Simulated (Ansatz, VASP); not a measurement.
## PtSe2 in two plane-wave programs

Wanted: the spread between two codes on one cell, functional and k mesh. The cell is taken from a series of runs on this material, whose earlier steps may have relaxed, scaled, displaced or heated it; both programs get it as it stands.

Method: plane waves, with VASP 6.6.1 beside it; PBE, in Ansatz 0.2.0.

## (1) The structure

The cell holds 3 atoms: 1 Pt and 2 Se. Its edges and angles: a = 3.636 Å, b = 3.554 Å, c = 30.460 Å, α = 90.0°, β = 90.0°, γ = 120.8°. Vacuum lies along c.

Structure file:

```cif
data_structure
_symmetry_space_group_name_H-M 'P 1'
_symmetry_Int_Tables_number 1
_cell_length_a 3.6357
_cell_length_b 3.5542
_cell_length_c 30.4600
_cell_angle_alpha 90.000
_cell_angle_beta 90.000
_cell_angle_gamma 120.761
_cell_volume 338.22
loop_
_atom_site_label
_atom_site_type_symbol
_atom_site_fract_x
_atom_site_fract_y
_atom_site_fract_z
_atom_site_occupancy
Pt1 Pt 0.32879 0.65759 0.32830 1
Se2 Se 0.66894 0.33787 0.37770 1
Se3 Se 0.66894 0.33787 0.27889 1
```

## (2) VASP: zone-centre phonons, PBE

Second derivatives magnify differences that forces hide, and they need a tight electronic threshold.

Lines of VASP's logs that name or quote its potential files are left out, and so is its time.

File INCAR:

```
SYSTEM = PtSe2
PREC = Accurate
ENCUT = 500
EDIFF = 1E-08
NELM = 120
ISMEAR = 1
SIGMA = 0.2
LREAL = .FALSE.
ALGO = Normal
GGA = PE
NBANDS = 17
LASPH = .TRUE.
LORBIT = 11
LWAVE = .FALSE.
LCHARG = .FALSE.
ISIF = 2
IBRION = 8
GGA_COMPAT = .FALSE.
NELMDL = -8
KPAR = 2
```

File POSCAR:

```
PtSe2
1.0
    3.6356522759      0.0000000000      0.0000000000
   -1.8178261380      3.0541102134      0.0000000000
    0.0000000000      0.0000000000     30.4600000000
Pt Se
1 2
Direct
    0.3287938821      0.6575877641      0.3282994091
    0.6689363923      0.3378727845      0.3777044851
    0.6689363923      0.3378727845      0.2788943332
```

File KPOINTS:

```
Automatic mesh
0
Gamma
15 15 1
0 0 0
```

PAW data sets: Pt and Se (PBE family, release 64).

Command:

```bash
$ mpirun -np 2 vasp_std
```

Numbers of over 12 decimals in the logs are rounded to 6 here.

What it wrote:

```text
[banner, memory and clock lines left out]
running    2 mpi-ranks, on    1 nodes
 distrk:  each k-point on    1 cores,    2 groups
 distr:  one band on    1 cores,    1 groups

 POSCAR found type information on POSCAR PtSe
 POSCAR found :  2 types and       3 ions
 LDA part: xc-table for (Slater+PW92), standard interpolation
 POSCAR, INCAR and KPOINTS ok, starting setup
 FFT: planning ... GRIDC
 FFT: planning ... GRID_SOFT
 FFT: planning ... GRID
 WAVECAR not read
 entering main loop
       N       E                     dE             d eps       ncg     rms          rms(c)
DAV:   1     0.169880318985E+03    0.16988E+03   -0.66887E+03  2176   0.879E+02
DAV:   2     0.557685337408E+01   -0.16430E+03   -0.15592E+03  3612   0.156E+02
DAV:   3    -0.131738712866E+02   -0.18751E+02   -0.18501E+02  2719   0.669E+01
DAV:   4    -0.135036791524E+02   -0.32981E+00   -0.32850E+00  2883   0.104E+01
DAV:   5    -0.135092192121E+02   -0.55401E-02   -0.55383E-02  3044   0.129E+00
DAV:   6    -0.135093556784E+02   -0.13647E-03   -0.13646E-03  2988   0.183E-01
DAV:   7    -0.135093609391E+02   -0.52607E-05   -0.52608E-05  3294   0.299E-02
DAV:   8    -0.135093610934E+02   -0.15432E-06   -0.15423E-06  3075   0.378E-03    0.129E+01
DAV:   9    -0.131417875868E+02    0.36757E+00   -0.42144E+00  2900   0.163E+01    0.840E+00
DAV:  10    -0.130516287449E+02    0.90159E-01   -0.19606E+00  2660   0.131E+01    0.354E+00
DAV:  11    -0.129195799702E+02    0.13205E+00   -0.36280E-01  2599   0.533E+00    0.410E-01
DAV:  12    -0.129198572478E+02   -0.27728E-03   -0.28520E-02  2780   0.115E+00    0.210E-01
DAV:  13    -0.129197645672E+02    0.92681E-04   -0.96095E-04  2902   0.222E-01    0.122E-01
DAV:  14    -0.129197244638E+02    0.40103E-04   -0.13482E-04  2854   0.786E-02    0.464E-02
[...]
DAV:  22    -0.129198007880E+02   -0.22076E-05   -0.63414E-08  2454   0.122E-03    0.207E-04
DAV:  23    -0.129198018922E+02   -0.11042E-05   -0.21720E-08  2266   0.311E-04    0.184E-04
DAV:  24    -0.129198025549E+02   -0.66268E-06   -0.19092E-08  2209   0.247E-04    0.135E-04
DAV:  25    -0.129198026977E+02   -0.14280E-06   -0.56299E-10  2369   0.185E-04    0.510E-05
DAV:  26    -0.129198029061E+02   -0.20840E-06   -0.15638E-09  2224   0.103E-04    0.255E-05
DAV:  27    -0.129198029382E+02   -0.32157E-07    0.63551E-10  2280   0.530E-05    0.219E-05
DAV:  28    -0.129198029912E+02   -0.52927E-07    0.51935E-10  2189   0.469E-05    0.208E-05
DAV:  29    -0.129198029973E+02   -0.61805E-08    0.78900E-10  1986   0.178E-05
   1 F= -.12919803E+02 E0= -.12921229E+02  d E =0.427675E-02
 Linear response reoptimize wavefunctions to high precision
DAV:   1    -0.129198030017E+02   -0.44072E-08    0.78120E-10  1801   0.189E-05
DAV:   2    -0.129198030018E+02   -0.21828E-10    0.80642E-10  2184   0.385E-06
 Linear response DOF=           6
 Linear response progress:
  Degree of freedom:   1/  6
       N       E                     dE             d eps       ncg     rms          rms(c)
RMM:   1    -0.256995568739E+00   -0.25700E+00   -0.27790E-01  6912   0.326E+00
RMM:   2    -0.251268298435E+00    0.57273E-02   -0.72102E-03  5952   0.488E-01    0.183E-01
RMM:   3    -0.251317202145E+00   -0.48904E-04   -0.35668E-04  5880   0.111E-01    0.111E-01
RMM:   4    -0.251958125545E+00   -0.64092E-03   -0.52133E-04  6168   0.126E-01    0.220E-02
RMM:   5    -0.251926342303E+00    0.31783E-04   -0.29096E-05  6160   0.335E-02    0.859E-03
RMM:   6    -0.251923039081E+00    0.33032E-05   -0.46511E-06  6333   0.119E-02    0.169E-03
RMM:   7    -0.251911944420E+00    0.11095E-04   -0.67178E-07  6555   0.486E-03    0.908E-04
RMM:   8    -0.251904883698E+00    0.70607E-05    0.11075E-07  6729   0.117E-03    0.456E-04
RMM:   9    -0.251901599608E+00    0.32841E-05    0.15627E-07  6685   0.702E-04    0.971E-05
RMM:  10    -0.251900734406E+00    0.86520E-06    0.22642E-07  6810   0.229E-04    0.214E-05
RMM:  11    -0.251900961660E+00   -0.22725E-06   -0.91190E-08  7156   0.687E-05    0.203E-05
RMM:  12    -0.251901186865E+00   -0.22521E-06   -0.84584E-09  6728   0.406E-05    0.447E-06
RMM:  13    -0.251901287051E+00   -0.10019E-06    0.13179E-08  6993   0.220E-05    0.239E-06
RMM:  14    -0.251901254919E+00    0.32132E-07    0.56299E-09  6631   0.139E-05    0.607E-07
RMM:  15    -0.251901255778E+00   -0.85925E-09   -0.19801E-09  6012   0.121E-05    0.374E-07
 first order change of Fermi-energy   0.32934E-02
 force on displaced ion       1 direction 1 :  -4.432  -0.083   0.000
 Linear response progress:
  Degree of freedom:   2/  6
       N       E                     dE             d eps       ncg     rms          rms(c)
RMM:   1    -0.256137594721E+00   -0.25614E+00   -0.27735E-01  3922   0.326E+00
RMM:   2    -0.250983188656E+00    0.51544E-02   -0.71556E-03  3364   0.484E-01    0.183E-01
RMM:   3    -0.250997740951E+00   -0.14552E-04   -0.38651E-04  3332   0.116E-01    0.110E-01
RMM:   4    -0.251616290805E+00   -0.61855E-03   -0.56913E-04  3629   0.131E-01    0.234E-02
RMM:   5    -0.251592239117E+00    0.24052E-04   -0.32784E-05  3535   0.356E-02    0.101E-02
RMM:   6    -0.251585035862E+00    0.72033E-05   -0.80337E-06  3714   0.156E-02    0.388E-03
RMM:   7    -0.251583641557E+00    0.13943E-05   -0.74990E-07  3733   0.552E-03    0.974E-04
RMM:   8    -0.251570769425E+00    0.12872E-04   -0.18253E-07  3821   0.223E-03    0.547E-04
[...]
RMM:  19    -0.251565001137E+00   -0.69554E-09    0.18975E-09  3761   0.156E-05    0.526E-07
 first order change of Fermi-energy   0.83860E-01
 force on displaced ion       1 direction 2 :   0.000  -4.915   0.000
 Linear response progress:
  Degree of freedom:   3/  6
       N       E                     dE             d eps       ncg     rms          rms(c)
RMM:   1    -0.293741609220E+00   -0.29374E+00   -0.26063E-01  4090   0.322E+00
RMM:   2    -0.286923233618E+00    0.68184E-02   -0.74824E-03  3421   0.546E-01    0.239E-01
RMM:   3    -0.287035425711E+00   -0.11219E-03   -0.13632E-03  3877   0.158E-01    0.154E-01
RMM:   4    -0.286794037610E+00    0.24139E-03   -0.70711E-04  3819   0.104E-01    0.108E-01
RMM:   5    -0.287128492304E+00   -0.33445E-03   -0.21985E-04  3815   0.781E-02    0.831E-03
RMM:   6    -0.287124969499E+00    0.35228E-05   -0.45760E-06  3847   0.138E-02    0.456E-03
RMM:   7    -0.287121327199E+00    0.36423E-05   -0.18498E-06  3797   0.777E-03    0.111E-03
RMM:   8    -0.287117222101E+00    0.41051E-05   -0.29118E-07  3786   0.228E-03    0.698E-04
RMM:   9    -0.287113784652E+00    0.34374E-05   -0.11537E-07  3882   0.101E-03    0.149E-04
RMM:  10    -0.287114593572E+00   -0.80892E-06   -0.31841E-07  3875   0.242E-04    0.105E-04
RMM:  11    -0.287115226429E+00   -0.63286E-06   -0.13570E-06  3863   0.298E-04    0.541E-05
RMM:  12    -0.287115323014E+00   -0.96584E-07   -0.19460E-06  4017   0.188E-04    0.389E-05
RMM:  13    -0.287114979715E+00    0.34330E-06   -0.96014E-07  4040   0.127E-04    0.166E-05
RMM:  14    -0.287114936850E+00    0.42865E-07   -0.85081E-08  4106   0.110E-04    0.124E-05
RMM:  15    -0.287114923131E+00    0.13718E-07   -0.11004E-07  4101   0.681E-05    0.539E-06
RMM:  16    -0.287114944398E+00   -0.21266E-07   -0.12241E-07  4062   0.351E-05    0.334E-06
RMM:  17    -0.287114985561E+00   -0.41163E-07   -0.67181E-08  4053   0.323E-05    0.293E-06
RMM:  18    -0.287114976506E+00    0.90551E-08   -0.48346E-08  3857   0.204E-05    0.104E-06
 first order change of Fermi-energy   0.17879E-03
 force on displaced ion       1 direction 3 :   0.000  -0.000  -6.127
 Linear response progress:
  Degree of freedom:   4/  6
       N       E                     dE             d eps       ncg     rms          rms(c)
RMM:   1    -0.739936388409E-01   -0.73994E-01    0.51900E-02  9306   0.149E+00
RMM:   2    -0.732296174674E-01    0.76402E-03   -0.21056E-03  5923   0.235E-01    0.952E-02
RMM:   3    -0.731908833119E-01    0.38734E-04   -0.95818E-05  6260   0.534E-02    0.547E-02
RMM:   4    -0.732189414548E-01   -0.28058E-04   -0.33671E-05  6689   0.351E-02    0.846E-03
RMM:   5    -0.732275848666E-01   -0.86434E-05   -0.37572E-06  6897   0.876E-03    0.509E-03
RMM:   6    -0.732281220429E-01   -0.53718E-06   -0.98007E-07  6856   0.439E-03    0.123E-03
RMM:   7    -0.732272534398E-01    0.86860E-06   -0.22748E-09  6905   0.151E-03    0.415E-04
RMM:   8    -0.732270012236E-01    0.25222E-06   -0.12675E-07  6997   0.548E-04    0.132E-04
RMM:   9    -0.732269946752E-01    0.65484E-08    0.31154E-08  6953   0.188E-04    0.561E-05
 first order change of Fermi-energy  -0.16060E-02
 force on displaced ion       2 direction 1 :  -2.716  -0.029   0.024
 Linear response progress:
  Degree of freedom:   5/  6
       N       E                     dE             d eps       ncg     rms          rms(c)
RMM:   1    -0.732619837453E-01   -0.73262E-01    0.46849E-02  5162   0.148E+00
RMM:   2    -0.724394704053E-01    0.82251E-03   -0.20953E-03  3361   0.233E-01    0.896E-02
RMM:   3    -0.723929760245E-01    0.46494E-04   -0.10052E-04  3754   0.523E-02    0.519E-02
RMM:   4    -0.724114038590E-01   -0.18428E-04   -0.57106E-05  3886   0.368E-02    0.236E-02
RMM:   5    -0.723966883073E-01    0.14716E-04   -0.25667E-05  3873   0.188E-02    0.531E-03
RMM:   6    -0.724023449468E-01   -0.56566E-05   -0.26888E-06  3866   0.556E-03    0.140E-03
RMM:   7    -0.724018797327E-01    0.46521E-06   -0.34688E-08  3918   0.186E-03    0.644E-04
RMM:   8    -0.724014582175E-01    0.42152E-06   -0.24013E-08  3886   0.725E-04    0.324E-04
RMM:   9    -0.724008517227E-01    0.60649E-06   -0.19796E-08  3893   0.425E-04    0.712E-05
RMM:  10    -0.724008415746E-01    0.10148E-07   -0.71757E-09  3958   0.110E-04    0.397E-05
RMM:  11    -0.724008594081E-01   -0.17833E-07    0.71175E-09  3898   0.100E-04    0.215E-05
RMM:  12    -0.724008810546E-01   -0.21647E-07   -0.11976E-09  3880   0.714E-05    0.115E-05
RMM:  13    -0.724008891048E-01   -0.80502E-08   -0.30919E-09  3978   0.651E-05    0.662E-06
 first order change of Fermi-energy  -0.43583E-01
 force on displaced ion       2 direction 2 :   0.000  -2.841   0.120
 Linear response progress:
  Degree of freedom:   6/  6
       N       E                     dE             d eps       ncg     rms          rms(c)
RMM:   1    -0.118322313318E+00   -0.11832E+00    0.54347E-02  4858   0.146E+00
RMM:   2    -0.117420438479E+00    0.90187E-03   -0.21295E-03  3500   0.252E-01    0.217E-01
RMM:   3    -0.117225109233E+00    0.19533E-03   -0.33094E-04  3844   0.824E-02    0.128E-01
RMM:   4    -0.117287639151E+00   -0.62530E-04   -0.60536E-04  3986   0.955E-02    0.957E-02
RMM:   5    -0.117025144742E+00    0.26249E-03   -0.15721E-04  3883   0.506E-02    0.823E-03
RMM:   6    -0.117036772498E+00   -0.11628E-04   -0.38342E-06  3872   0.105E-02    0.327E-03
RMM:   7    -0.117041589760E+00   -0.48173E-05   -0.40664E-07  3871   0.433E-03    0.165E-03
RMM:   8    -0.117041421804E+00    0.16796E-06   -0.17196E-07  3895   0.177E-03    0.514E-04
RMM:   9    -0.117041599238E+00   -0.17743E-06   -0.69912E-08  3892   0.549E-04    0.188E-04
RMM:  10    -0.117042181332E+00   -0.58209E-06   -0.89246E-08  3925   0.283E-04    0.107E-04
RMM:  11    -0.117043641798E+00   -0.14605E-05   -0.29756E-07  3857   0.326E-04    0.606E-05
RMM:  12    -0.117044486008E+00   -0.84421E-06   -0.50450E-07  4076   0.221E-04    0.339E-05
RMM:  13    -0.117044899949E+00   -0.41394E-06   -0.20781E-07  3973   0.133E-04    0.178E-05
RMM:  14    -0.117044995621E+00   -0.95671E-07   -0.31095E-07  4096   0.796E-05    0.715E-06
RMM:  15    -0.117045023858E+00   -0.28237E-07   -0.93140E-08  4087   0.471E-05    0.438E-06
RMM:  16    -0.117045040031E+00   -0.16173E-07   -0.55900E-08  4063   0.333E-05    0.215E-06
RMM:  17    -0.117045048882E+00   -0.88510E-08   -0.32513E-08  3945   0.277E-05    0.158E-06
 first order change of Fermi-energy  -0.74043E+00
 force on displaced ion       2 direction 3 :  -0.000   0.095  -7.000
 Linear response finished
```

OUTCAR, selected parts (step 2):

```text
ion  position               nearest neighbor table
   1  0.329  0.658  0.328-   3 2.55   3 2.55   2 2.55   2 2.55   3 2.57   2 2.57
   2  0.669  0.338  0.378-   1 2.55   1 2.55   1 2.57
   3  0.669  0.338  0.279-   1 2.55   1 2.55   1 2.57

  LATTYP: Found a base centered orthorhombic cell.
 ALAT       =     3.6356522759
 B/A-ratio  =     1.6800892834
 C/A-ratio  =     8.3781389661

 Subroutine GETGRP returns: Found  4 space group operations
 (whereof  2 operations were pure point group operations)

The static configuration has the point symmetry C_1h.
 The point group associated with its full space group is C_2v.

 Found     64 irreducible k-points:

   k-points           NKPTS =     64   k-points in BZ     NKDIM =     64   number of bands    NBANDS=     17

   dimension x,y,z NGX =    28 NGY =   28 NGZ =  224
   dimension x,y,z NGXF=    56 NGYF=   56 NGZF=  448

   ENCUT  =  500.0 eV  36.75 Ry    6.06 a.u.   6.63  6.48 55.54*2*pi/ulx,y,z

   NELECT =      22.0000    total number of electrons

 k-points in reciprocal lattice and weights: Automatic mesh
   0.00000000  0.00000000  0.00000000       0.004
   0.06666667  0.00000000  0.00000000       0.018
   0.13333333  0.00000000  0.00000000       0.018
   0.20000000  0.00000000  0.00000000       0.018
   0.26666667  0.00000000  0.00000000       0.018
   0.33333333  0.00000000  0.00000000       0.018
   0.40000000  0.00000000  0.00000000       0.018
   0.46666667  0.00000000  0.00000000       0.018
   0.00000000  0.06666667  0.00000000       0.009
[...]
0.00000000  0.46666667  0.00000000       0.009
   0.06666667  0.46666667  0.00000000       0.009

 average (electrostatic) potential at core
       1 -77.3306       2 -62.0347       3 -62.0347

  Total        0.3471148      0.9436498     -0.0098316     -0.0000000      0.0000000      0.0000000
  in kB        1.6443214      4.4701748     -0.0465734     -0.0000000      0.0000000      0.0000000
  external PRESSURE =       2.0226410 kB  Pullay stress =       0.0000000 kB

  energy-cutoff  :      500.00
  volume of cell :      338.22
      direct lattice vectors                 reciprocal lattice vectors
     3.635652276  0.000000000  0.000000000     0.275053807  0.163713804  0.000000000
    -1.817826138  3.054110213  0.000000000     0.000000000  0.327427607  0.000000000
     0.000000000  0.000000000 30.460000000     0.000000000  0.000000000  0.032829941

 POSITION                                       TOTAL-FORCE (eV/Angst)
 -----------------------------------------------------------------------------------
      0.00000      2.00835     10.00000        -0.000000      0.001771      0.000000
      1.81783      1.03190     11.50488         0.000000     -0.000886      0.000935
      1.81783      1.03190      8.49512         0.000000     -0.000886     -0.000935
 -----------------------------------------------------------------------------------
    total drift:                               -0.000000      0.000056     -0.000014

 Eigenvectors and eigenvalues of the dynamical matrix
 ----------------------------------------------------

   1 f  =    5.820044 THz    36.568417 2PiTHz  194.135782 cm-1    24.069759 meV
             X         Y         Z           dx          dy          dz
      0.000000  2.008346 10.000000    -0.000000    0.031149    0.000000
      1.817826  1.031901 11.504879     0.000000   -0.024414   -0.706342
      1.817826  1.031901  8.495121     0.000000   -0.024414    0.706342

   2 f  =    4.197142 THz    26.371421 2PiTHz  140.001588 cm-1    17.357977 meV
             X         Y         Z           dx          dy          dz
      0.000000  2.008346 10.000000     0.000000   -0.000000    0.650104
      1.817826  1.031901 11.504879    -0.000000    0.164775   -0.511401
      1.817826  1.031901  8.495121     0.000000   -0.164775   -0.511401

   3 f  =    3.704105 THz    23.273578 2PiTHz  123.555640 cm-1    15.318940 meV
             X         Y         Z           dx          dy          dz
      0.000000  2.008346 10.000000     0.000000   -0.668155   -0.000000
      1.817826  1.031901 11.504879    -0.000000    0.525075   -0.032881
      1.817826  1.031901  8.495121    -0.000000    0.525075    0.032881

   4 f  =    3.520733 THz    22.121418 2PiTHz  117.439010 cm-1    14.560575 meV
             X         Y         Z           dx          dy          dz
      0.000000  2.008346 10.000000    -0.669307   -0.000000    0.000000
      1.817826  1.031901 11.504879     0.525370    0.000000   -0.000000
      1.817826  1.031901  8.495121     0.525370    0.000000    0.000000

   5 f  =    3.157806 THz    19.841082 2PiTHz  105.333079 cm-1    13.059631 meV
             X         Y         Z           dx          dy          dz
      0.000000  2.008346 10.000000     0.000000   -0.000000    0.000000
      1.817826  1.031901 11.504879     0.707107   -0.000000   -0.000000
      1.817826  1.031901  8.495121    -0.707107    0.000000   -0.000000

   6 f  =    3.089179 THz    19.409882 2PiTHz  103.043907 cm-1    12.775810 meV
             X         Y         Z           dx          dy          dz
      0.000000  2.008346 10.000000    -0.000000    0.000000   -0.155586
      1.817826  1.031901 11.504879     0.000000    0.687640    0.122668
      1.817826  1.031901  8.495121    -0.000000   -0.687640    0.122668

   7 f/i=    0.000382 THz     0.002402 2PiTHz    0.012752 cm-1     0.001581 meV
             X         Y         Z           dx          dy          dz
      0.000000  2.008346 10.000000     0.000000    0.743370    0.000000
      1.817826  1.031901 11.504879     0.000000    0.472970    0.000043
      1.817826  1.031901  8.495121     0.000000    0.472970   -0.000043

   8 f/i=    0.002149 THz     0.013503 2PiTHz    0.071683 cm-1     0.008888 meV
             X         Y         Z           dx          dy          dz
      0.000000  2.008346 10.000000     0.742986   -0.000000   -0.000000
      1.817826  1.031901 11.504879     0.473272   -0.000000   -0.000000
      1.817826  1.031901  8.495121     0.473272   -0.000000   -0.000000

   9 f/i=    0.002216 THz     0.013922 2PiTHz    0.073910 cm-1     0.009164 meV
             X         Y         Z           dx          dy          dz
      0.000000  2.008346 10.000000    -0.000000    0.000000   -0.743746
      1.817826  1.031901 11.504879    -0.000000    0.000180   -0.472675
      1.817826  1.031901  8.495121    -0.000000   -0.000180   -0.472675

 ELASTIC MODULI CONTR FROM IONIC RELAXATION (kBar)
 Direction    XX          YY          ZZ          XY          YZ          ZX
 --------------------------------------------------------------------------------
 XX        -172.8166    -85.2211   -173.6452      0.0000      0.0000     -0.0000
 YY         -85.2211   -138.2788   -161.7461      0.0000      0.0000     -0.0000
 ZZ        -173.6452   -161.7461   -234.6697      0.0000      0.0000     -0.0000
 XY           0.0000      0.0000      0.0000    -49.5271      0.0000      0.0000
 YZ           0.0000      0.0000      0.0000      0.0000    -62.5194      0.0000
 ZX          -0.0000     -0.0000     -0.0000      0.0000      0.0000    -66.2518
 --------------------------------------------------------------------------------
```

(Continued in part 2 of 2.)

[Lines on the potential files, build, host, timing and source positions are cut from VASP's logs without a mark.]

[Logs are printed without paths, hosts, clocks, repeated set-up lines and the standing remarks that a program may print on its own settings, such as how far it seeks lower states.]

[Hosts, paths, dates, database ids (printed as entryN), source tags and the programs' standing remarks are cut or masked in the printed files.]
